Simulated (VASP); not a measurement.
Here is the system:

```yaml
crystal:
  lattice:
    - [0.00000, 2.81577, 2.81577]
    - [2.81577, 0.00000, 2.81577]
    - [2.81577, 2.81577, 0.00000]
  atoms:
    - { symbol: Sn, position: [0.00000, 0.00000, 0.00000] }
    - { symbol: Te, position: [0.50000, 0.50000, 0.50000] }
```

The numbers are results of LDA (Ceperley-Alder, Perdew-Zunger), VASP's LDA PAW potentials (set 64) (plane waves; VASP), not measurements. Run with 500 eV cut-off, 11×11×11 Γ-centred mesh, first-order Methfessel-Paxton smearing of 0.10 eV, potentials Sn_d Te.

Unless said otherwise, spin-orbit coupling is left out, though it shifts the bands of the heavy elements here.

Task: What does the run give for the energy per atom (σ→0), pressure, band gap (on the k-mesh) with the smallest direct gap where there is one?

Result: 
| Item | Value |
|---|---|
| band gap (on the k-mesh) | none (metal, semimetal or under 0.01 eV) |
| energy per atom (σ→0) | -3.838 eV/atom |
| pressure | 30.04 GPa |

The absolute energy has meaning only against runs of the same code, potentials and settings.

The compound is SnTe in the rock salt structure, which distorts at low temperature. It was relaxed first under an external pressure of 30 GPa.
